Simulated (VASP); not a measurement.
**GaP: single point with r2SCAN**

**The experiment to reproduce.**

From “Stacking defects in GaP nanowires: Electronic structure and optical properties”, 2018, arxiv:1810.01194, for a bulk crystal of GaP at 10 K: band gap 2.34 eV (indirect).

The system is GaP.

```
Ga P
1.0
     0.00000    2.72525    2.72525
     2.72525    0.00000    2.72525
     2.72525    2.72525    0.00000
Ga P
1 1
Direct
  0.00000 0.00000 0.00000
  0.75000 0.75000 0.75000
```

```json
{
 "Program": "VASP 6.6.1",
 "Task": "single point",
 "Functional": "r2SCAN",
 "Potentials or basis": "VASP PAW PBE potentials, release 64 (Ga_d, P)",
 "Cutoff": "520 eV",
 "k mesh": "8 × 8 × 8",
 "Occupations": "gaussian, width 0.02 eV",
 "Spin": "no spin polarisation",
 "Dipole correction": "no",
 "Further INCAR settings": "ALGO = Normal; EDIFF = 1e-06; NBANDS = 16"
}
```

```yaml
Pressure: 0.0 GPa
Band_gap_on_the_k_mesh: 1.90 eV, indirect (least direct gap 2.34 eV)
```

Levels at points of the mesh, in eV from the valence-band top:
```
           k point  band 7  band 8  band 9  band 10  band 11  band 12
(0.00, 0.00, 0.00)    0.00    0.00    0.00     2.34     4.19     4.19
(0.50, 0.00, 0.00)   -6.84   -1.17   -1.17     2.04     5.06     5.06
(0.50, 0.50, 0.00)   -6.96   -2.80   -2.80     1.91     2.10    11.35
```

It took 68 s on 1 thread of Intel(R) Xeon(R) Platinum 8488C (Sapphire Rapids) (shared host), peak memory 0.17 GiB.

A measured gap of GaP is 2.34 eV (indirect; 10 K; quoted in “Stacking defects in GaP nanowires: Electronic structure and optical properties”, 2018, arxiv:1810.01194); the calculated 1.90 eV misses it by -0.44 eV. Spin-orbit coupling on Ga is left out. The value is that of r2SCAN on a finite k mesh, which can miss the band edges, without temperature or zero-point motion.

Caveat: the PAW data sets were made with another functional, which shifts forces and pressure a little.
